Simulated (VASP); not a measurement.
CdBr:

```xyz
2
Lattice="0.0000 3.0724 3.0724 3.0724 0.0000 3.0724 3.0724 3.0724 0.0000" Properties=species:S:1:pos:R:3 pbc="T T T"
Cd    0.0000    0.0000    0.0000
Br    3.0724    3.0724    3.0724
```

The cell was built by a generator and needn't be a form met in nature.

| Property | Result |
| --- | --- |
| Program | VASP 6.6.1 |
| Task | relaxation of cell and atoms |
| Functional | LDA |
| Potentials or basis | VASP PAW LDA potentials, release 64 (Cd, Br) |
| Cutoff | 600 eV |
| k mesh | 6 × 6 × 6 |
| Occupations | fermi-dirac, width 0.05 eV |
| Spin | spin-orbit coupling, no magnetisation |

At the start: pressure -2.7 GPa; volume 29.00 Å³/atom.

How do energy, volume and symmetry change on relaxing?

Over 4 steps the energy falls by 21.7 meV/atom and the volume is 26.60 Å³/atom (-8.3 %); space group Fm-3m (No. 225, to 0.05 Å).

The path:
| step | energy change (eV) | largest force (eV/Å) | pressure (GPa) | volume (Å³) |
| --- | --- | --- | --- | --- |
| 1 | 0.0000 | 0.0000 | -2.70 | 58.00 |
| 2 | -0.0421 | 0.0000 | -0.51 | 54.00 |
| 3 | -0.0433 | 0.0000 | -0.07 | 53.30 |
| 4 | -0.0433 | 0.0000 | 0.06 | 53.20 |

Final structure:
```xyz
2
Lattice="0.0000 2.9850 2.9850 2.9850 0.0000 2.9850 2.9850 2.9850 0.0000" Properties=species:S:1:pos:R:3 pbc="T T T"
Cd    2.9850    0.0000    2.9850
Br    2.9850    2.9850    2.9850
```
